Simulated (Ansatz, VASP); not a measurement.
# C (Graphite) in two plane-wave programs, part 2 of 2

One calculation is typed for both programs; each brings its own data sets. How far apart do they land? The structure shown comes from an earlier Ansatz run, which isn't shown and may have moved the atoms alone.

VASP 6.6.1 and Ansatz 0.2.0.

So far: The structure; Ansatz: elastic constants, PBE.

### 3. VASP: elastic constants, PBE

Level of this step: PBE; plane waves and PAW (C) (VASP).

The same cell, functional, mesh and smearing now go to VASP, with its own data sets.

Lines of VASP's logs that name or quote its potential files are left out, and so is its time.

File INCAR:

```
SYSTEM = C
PREC = Accurate
ENCUT = 600
EDIFF = 1E-08
NELM = 120
ISMEAR = -1
SIGMA = 0.15
LREAL = .FALSE.
ALGO = Normal
GGA = PE
NBANDS = 14
LORBIT = 11
LWAVE = .FALSE.
LCHARG = .FALSE.
ISIF = 3
IBRION = 6
NFREE = 2
POTIM = 0.015
NSW = 1
LASPH = .TRUE.
GGA_COMPAT = .FALSE.
KPAR = 2
```

File POSCAR:

```
C
1.0
    2.4664964983      0.0000000000      0.0000000000
   -1.2332482491      2.1360486259      0.0000000000
    0.0000000000      0.0000000000      8.7026699314
C
4
Direct
    0.0000000000      0.0000000000      0.7500000000
    0.0000000000      0.0000000000      0.2500000000
    0.3333333333      0.6666666667      0.7500000000
    0.6666666667      0.3333333333      0.2500000000
```

File KPOINTS:

```
Automatic mesh
0
Gamma
24 24 6
0 0 0
```

Potentials, in the order of the species: C (PBE family, release 64).

Command:

```bash
mpirun -np 2 vasp_std
```

Numbers of over 12 decimals in the logs are rounded to 6 here.

Output:

```text
[banner, memory and clock lines left out]
running    2 mpi-ranks, on    1 nodes
 distrk:  each k-point on    1 cores,    2 groups
 distr:  one band on    1 cores,    1 groups

 POSCAR found type information on POSCAR C
 POSCAR found :  1 types and       4 ions
 LDA part: xc-table for (Slater+PW92), standard interpolation
 POSCAR, INCAR and KPOINTS ok, starting setup
 FFT: planning ... GRIDC
 FFT: planning ... GRID_SOFT
 FFT: planning ... GRID
 WAVECAR not read
 entering main loop
       N       E                     dE             d eps       ncg     rms          rms(c)
DAV:   1     0.618268016945E+02    0.61827E+02   -0.83762E+03  6848   0.114E+03
DAV:   2    -0.343121786457E+02   -0.96139E+02   -0.86148E+02  9346   0.222E+02
DAV:   3    -0.393442547470E+02   -0.50321E+01   -0.49824E+01  8722   0.505E+01
DAV:   4    -0.394147176265E+02   -0.70463E-01   -0.70404E-01  8652   0.697E+00
DAV:   5    -0.394163590412E+02   -0.16414E-02   -0.16409E-02  8748   0.103E+00    0.888E+00
DAV:   6    -0.375579167901E+02    0.18584E+01   -0.14660E+00  7528   0.788E+00    0.521E+00
DAV:   7    -0.369068493437E+02    0.65107E+00   -0.18653E+00  7468   0.887E+00    0.141E+00
DAV:   8    -0.369182753508E+02   -0.11426E-01   -0.49063E-02  7534   0.155E+00    0.180E-01
DAV:   9    -0.369178906479E+02    0.38470E-03   -0.13098E-03  8818   0.257E-01    0.101E-01
DAV:  10    -0.369183111286E+02   -0.42048E-03   -0.10015E-03  7234   0.226E-01    0.476E-02
DAV:  11    -0.369183130114E+02   -0.18828E-05   -0.12966E-05  8824   0.278E-02    0.622E-03
DAV:  12    -0.369183158306E+02   -0.28193E-05   -0.19034E-06  7570   0.141E-02    0.230E-03
DAV:  13    -0.369183157279E+02    0.10277E-06   -0.19265E-07  8350   0.331E-03    0.225E-04
DAV:  14    -0.369183157077E+02    0.20143E-07   -0.65497E-09  6756   0.654E-04    0.306E-04
DAV:  15    -0.369183157345E+02   -0.26816E-07   -0.11902E-09  5390   0.308E-04    0.392E-05
DAV:  16    -0.369183157366E+02   -0.20141E-08   -0.17650E-10  4658   0.123E-04
   1 F= -.36918316E+02 E0= -.36915985E+02  d E =-.466220E-02
[... from here on, the cycles between the ionic steps are left out ...]
   2 F= -.36893229E+02 E0= -.36890882E+02  d E =-.469351E-02
   3 F= -.36890339E+02 E0= -.36888135E+02  d E =-.440797E-02
  13 F= -.36918320E+02 E0= -.36915989E+02  d E =-.466236E-02
  14 F= -.36912296E+02 E0= -.36909992E+02  d E =-.460769E-02
  15 F= -.36912296E+02 E0= -.36909992E+02  d E =-.460768E-02
  16 F= -.36916430E+02 E0= -.36914099E+02  d E =-.466346E-02
  17 F= -.36916430E+02 E0= -.36914099E+02  d E =-.466346E-02
  18 F= -.36912298E+02 E0= -.36909994E+02  d E =-.460768E-02
  19 F= -.36912298E+02 E0= -.36909994E+02  d E =-.460768E-02
  20 F= -.36916431E+02 E0= -.36914099E+02  d E =-.466355E-02
 Finite differences progress:
  Degree of freedom:  10/ 10
  Displacement:        1/  2
  Total:              19/ 20
 bond charge predicted
       N       E                     dE             d eps       ncg     rms          rms(c)
DAV:   1    -0.369166223180E+02   -0.19139E-03   -0.16812E+00  9520   0.963E+00    0.261E-01
DAV:   2    -0.369166555765E+02   -0.33259E-04   -0.12629E-02 11044   0.950E-01    0.157E-01
DAV:   3    -0.369164147853E+02    0.24079E-03   -0.92403E-04 11998   0.289E-01    0.334E-02
DAV:   4    -0.369164301922E+02   -0.15407E-04   -0.24766E-04 10704   0.111E-01    0.134E-02
DAV:   5    -0.369164308486E+02   -0.65636E-06   -0.54979E-06 11914   0.195E-02    0.309E-03
DAV:   6    -0.369164309207E+02   -0.72189E-07   -0.50413E-07 12344   0.607E-03    0.991E-04
DAV:   7    -0.369164309315E+02   -0.10736E-07   -0.56016E-08 10524   0.203E-03    0.259E-04
DAV:   8    -0.369164309320E+02   -0.49499E-09   -0.59647E-09  8498   0.633E-04
  21 F= -.36916431E+02 E0= -.36914099E+02  d E =-.466355E-02
 Finite differences progress:
  Degree of freedom:  10/ 10
  Displacement:        2/  2
  Total:              20/ 20
```

OUTCAR, selected parts (step 3):

```text
ion  position               nearest neighbor table
   1  0.000  0.000  0.750-   3 1.42   3 1.42   3 1.42
   2  0.000  0.000  0.250-   4 1.42   4 1.42   4 1.42
   3  0.333  0.667  0.750-   1 1.42   1 1.42   1 1.42
   4  0.667  0.333  0.250-   2 1.42   2 1.42   2 1.42

  LATTYP: Found a hexagonal cell.
 ALAT       =     2.4664964983
 C/A-ratio  =     3.5283528427

 Subroutine GETGRP returns: Found 24 space group operations
 (whereof 12 operations were pure point group operations)

The static configuration has the point symmetry D_3d.
 The point group associated with its full space group is D_6h.

 Found    244 irreducible k-points:

   k-points           NKPTS =    244   k-points in BZ     NKDIM =    244   number of bands    NBANDS=     14

   dimension x,y,z NGX =    20 NGY =   20 NGZ =   70
   dimension x,y,z NGXF=    40 NGYF=   40 NGZF=  140

   ENCUT  =  600.0 eV  44.10 Ry    6.64 a.u.   4.93  4.93 17.38*2*pi/ulx,y,z

   NELECT =      16.0000    total number of electrons

 k-points in reciprocal lattice and weights: Automatic mesh
   0.00000000  0.00000000  0.00000000       0.000
   0.04166667 -0.00000000  0.00000000       0.002
   0.08333333  0.00000000  0.00000000       0.002
   0.12500000  0.00000000  0.00000000       0.002
   0.16666667  0.00000000  0.00000000       0.002
   0.20833333 -0.00000000  0.00000000       0.002
   0.25000000  0.00000000  0.00000000       0.002
   0.29166667  0.00000000  0.00000000       0.002
   0.33333333 -0.00000000  0.00000000       0.002
[...]
13      10.9698      0.00000
    ...

  Total        0.0411733      0.0411733     -0.0731250      0.0000000      0.0000000      0.0000000
  in kB        1.4387380      1.4387380     -2.5552425      0.0000000      0.0000000      0.0000000
  external PRESSURE =       0.1074111 kB  Pullay stress =       0.0000000 kB

  energy-cutoff  :      600.00
  volume of cell :       45.85
      direct lattice vectors                 reciprocal lattice vectors
     2.466496498  0.000000000  0.000000000     0.405433375  0.234077068  0.000000000
    -1.233248249  2.136048626  0.000000000     0.000000000  0.468154137  0.000000000
     0.000000000  0.000000000  8.702669931     0.000000000  0.000000000  0.114907265

 POSITION                                       TOTAL-FORCE (eV/Angst)
 -----------------------------------------------------------------------------------
      0.00000      0.00000      6.52700         0.000000     -0.000000     -0.251050
      0.00000      0.00000      2.17567         0.000000     -0.000000     -0.000175
     -0.00000      1.42403      6.51200        -0.000000      0.000000      0.251343
      1.23325      0.71202      2.17567        -0.000000      0.000000     -0.000118
 -----------------------------------------------------------------------------------
    total drift:                               -0.000000     -0.000000     -0.000004

  FREE ENERGIE OF THE ION-ELECTRON SYSTEM (eV)
  ---------------------------------------------------
  free  energy   TOTEN  =       -36.9164309320 eV

  energy  without entropy=      -36.9117673827  energy(sigma->0) =      -36.91409916

  SYMMETRIZED ELASTIC MODULI (kBar)
 Direction    XX          YY          ZZ          XY          YZ          ZX
 --------------------------------------------------------------------------------
 XX        8240.3266   1274.3198    -12.3793      0.0000      0.0000      0.0000
 YY        1274.3198   8240.3266    -12.3793      0.0000      0.0000      0.0000
 ZZ         -12.3793    -12.3793      6.4259     -0.0000      0.0000      0.0000
 XY           0.0000      0.0000     -0.0000   3483.0034     -0.0000      0.0000
 YZ          -0.0000      0.0000      0.0000      0.0000     -2.7968     -0.0000
 ZX           0.0000      0.0000     -0.0000      0.0000     -0.0000     -2.7967
 --------------------------------------------------------------------------------

 Eigenvectors and eigenvalues of the dynamical matrix
 ----------------------------------------------------

   1 f  =   46.668149 THz   293.224630 2PiTHz 1556.681901 cm-1   193.003871 meV
             X         Y         Z           dx          dy          dz
      0.000000  0.000000  6.527002     0.256683    0.429099    0.000000
      0.000000  0.000000  2.175667     0.256683    0.429099   -0.000000
     -0.000000  1.424032  6.527002    -0.256670   -0.429078    0.000000
      1.233248  0.712016  2.175667    -0.256670   -0.429078   -0.000000

   2 f  =   46.668149 THz   293.224630 2PiTHz 1556.681900 cm-1   193.003871 meV
             X         Y         Z           dx          dy          dz
      0.000000  0.000000  6.527002    -0.429099    0.256683    0.000000
      0.000000  0.000000  2.175667    -0.429099    0.256683   -0.000000
     -0.000000  1.424032  6.527002     0.429078   -0.256670   -0.000000
      1.233248  0.712016  2.175667     0.429078   -0.256670   -0.000000

   3 f  =   46.663906 THz   293.197967 2PiTHz 1556.540350 cm-1   192.986321 meV
             X         Y         Z           dx          dy          dz
      0.000000  0.000000  6.527002    -0.256694   -0.429115   -0.000000
      0.000000  0.000000  2.175667     0.256694    0.429115   -0.000000
     -0.000000  1.424032  6.527002     0.256661    0.429061    0.000000
      1.233248  0.712016  2.175667    -0.256661   -0.429061    0.000000

   4 f  =   46.663906 THz   293.197967 2PiTHz 1556.540350 cm-1   192.986321 meV
             X         Y         Z           dx          dy          dz
      0.000000  0.000000  6.527002     0.429115   -0.256694   -0.000000
      0.000000  0.000000  2.175667    -0.429115    0.256694   -0.000000
     -0.000000  1.424032  6.527002    -0.429061    0.256661   -0.000000
      1.233248  0.712016  2.175667     0.429061   -0.256661    0.000000

   5 f  =   26.108728 THz   164.045974 2PiTHz  870.893410 cm-1   107.976973 meV
             X         Y         Z           dx          dy          dz
      0.000000  0.000000  6.527002     0.000000    0.000000   -0.500024
      0.000000  0.000000  2.175667    -0.000000   -0.000000   -0.500024
     -0.000000  1.424032  6.527002    -0.000000   -0.000000    0.499976
      1.233248  0.712016  2.175667     0.000000   -0.000000    0.499976

   6 f  =   26.104274 THz   164.017994 2PiTHz  870.744869 cm-1   107.958556 meV
             X         Y         Z           dx          dy          dz
      0.000000  0.000000  6.527002     0.000000    0.000000   -0.499992
      0.000000  0.000000  2.175667    -0.000000    0.000000    0.499992
     -0.000000  1.424032  6.527002    -0.000000   -0.000000    0.500008
      1.233248  0.712016  2.175667     0.000000    0.000000   -0.500008

   7 f  =    0.839217 THz     5.272955 2PiTHz   27.993261 cm-1     3.470721 meV
             X         Y         Z           dx          dy          dz
      0.000000  0.000000  6.527002    -0.000000   -0.000000   -0.500008
      0.000000  0.000000  2.175667     0.000000    0.000000    0.500008
     -0.000000  1.424032  6.527002    -0.000000   -0.000000   -0.499992
      1.233248  0.712016  2.175667     0.000000    0.000000    0.499992

   8 f  =    0.269623 THz     1.694093 2PiTHz    8.993666 cm-1     1.115072 meV
             X         Y         Z           dx          dy          dz
      0.000000  0.000000  6.527002    -0.209625   -0.453901   -0.000000
      0.000000  0.000000  2.175667     0.209625    0.453901   -0.000000
     -0.000000  1.424032  6.527002    -0.209652   -0.453958   -0.000000
      1.233248  0.712016  2.175667     0.209652    0.453958   -0.000000

   9 f  =    0.269623 THz     1.694093 2PiTHz    8.993666 cm-1     1.115072 meV
             X         Y         Z           dx          dy          dz
      0.000000  0.000000  6.527002    -0.453901    0.209625   -0.000000
      0.000000  0.000000  2.175667     0.453901   -0.209625   -0.000000
     -0.000000  1.424032  6.527002    -0.453958    0.209652   -0.000000
      1.233248  0.712016  2.175667     0.453958   -0.209652   -0.000000

  10 f/i=    0.001143 THz     0.007183 2PiTHz    0.038134 cm-1     0.004728 meV
             X         Y         Z           dx          dy          dz
      0.000000  0.000000  6.527002    -0.120177   -0.485330    0.000000
      0.000000  0.000000  2.175667    -0.120177   -0.485330    0.000000
     -0.000000  1.424032  6.527002    -0.120183   -0.485354    0.000000
      1.233248  0.712016  2.175667    -0.120183   -0.485354    0.000000

  11 f/i=    0.001143 THz     0.007183 2PiTHz    0.038134 cm-1     0.004728 meV
             X         Y         Z           dx          dy          dz
      0.000000  0.000000  6.527002    -0.485330    0.120177    0.000000
      0.000000  0.000000  2.175667    -0.485330    0.120177    0.000000
     -0.000000  1.424032  6.527002    -0.485354    0.120183    0.000000
      1.233248  0.712016  2.175667    -0.485354    0.120183    0.000000

  12 f/i=    0.001258 THz     0.007906 2PiTHz    0.041971 cm-1     0.005204 meV
             X         Y         Z           dx          dy          dz
      0.000000  0.000000  6.527002     0.000000   -0.000000    0.499976
      0.000000  0.000000  2.175667     0.000000   -0.000000    0.499976
     -0.000000  1.424032  6.527002     0.000000   -0.000000    0.500024
      1.233248  0.712016  2.175667     0.000000   -0.000000    0.500024

 ELASTIC MODULI CONTR FROM IONIC RELAXATION (kBar)
 Direction    XX          YY          ZZ          XY          YZ          ZX
 --------------------------------------------------------------------------------
 XX        -166.7250    166.7250      0.0000     -0.0000     -0.0000     -0.0000
 YY         166.7250   -166.7250     -0.0000     -0.0000      0.0000      0.0000
 ZZ           0.0000     -0.0000     -0.0000     -0.0000     -0.0000     -0.0000
 XY          -0.0000     -0.0000     -0.0000   -166.7250     -0.0000     -0.0000
 YZ          -0.0000      0.0000     -0.0000     -0.0000     -0.0000     -0.0000
 ZX          -0.0000      0.0000     -0.0000     -0.0000     -0.0000     -0.0000
 --------------------------------------------------------------------------------

 TOTAL ELASTIC MODULI (kBar)
 Direction    XX          YY          ZZ          XY          YZ          ZX
 --------------------------------------------------------------------------------
 XX        8073.6016   1441.0448    -12.3793      0.0000      0.0000      0.0000
 YY        1441.0448   8073.6016    -12.3793      0.0000      0.0000      0.0000
 ZZ         -12.3793    -12.3793      6.4259     -0.0000     -0.0000     -0.0000
 XY           0.0000      0.0000     -0.0000   3316.2784     -0.0000      0.0000
 YZ          -0.0000      0.0000     -0.0000     -0.0000     -2.7968     -0.0000
 ZX           0.0000      0.0000     -0.0000      0.0000     -0.0000     -2.7967
 --------------------------------------------------------------------------------

 total charge
# of ion       s       p       d       tot
------------------------------------------
    1        0.861   1.787   0.000   2.648
    2        0.861   1.787   0.000   2.648
    3        0.861   1.787   0.000   2.648
    4        0.861   1.787   0.000   2.648
--------------------------------------------------
tot          3.444   7.147   0.000  10.591
```

The last energy, forces, stress and levels in OUTCAR belong to the last displaced cell, not to the cell of POSCAR.

Levels, forces or a CONTCAR printed for this step are those of its last displaced cell, not of the structure at rest.

### 4. Differences

Known differences besides the potentials themselves: the cutoff is 420 eV in Ansatz and 600 eV in VASP; VASP takes each elastic constant from one size of strain, Ansatz from those that its log lists. Total energies have different zeros and are not compared.

The two programs side by side:

```
 quantity  Ansatz   VASP  difference
C11 (GPa)   808.8  807.4     +0.18 %
C22 (GPa)   808.8  807.4     +0.18 %
C33 (GPa)     1.6    0.6   +153.15 %
C12 (GPa)   145.9  144.1     +1.27 %
C13 (GPa)    -0.2   -1.2    -84.32 %
C23 (GPa)    -0.2   -1.2    -84.32 %
C44 (GPa)     0.1   -0.3   -149.04 %
C55 (GPa)     0.1   -0.3   -149.04 %
C66 (GPa)   331.4  331.6     -0.06 %
```

### 5. Results

| Property | Result |
| --- | --- |
| difference in C33 (elastic constants, PBE) | 153 % |

**Reading.** The difference in C33 is 153 % (elastic constants, PBE), beyond the 5 % picked in this series as the mark of a large difference. How closely two codes agree says nothing of how well the functional describes the real material.

[Lines on the potential files, build, host, timing and source positions are cut from VASP's logs without a mark.]

[Logs are printed without paths, hosts, clocks, repeated set-up lines and the standing remarks that a program may print on its own settings, such as how far it seeks lower states.]

[Hosts, paths, dates, database ids (printed as entryN), source tags and the programs' standing remarks are cut or masked in the printed files.]
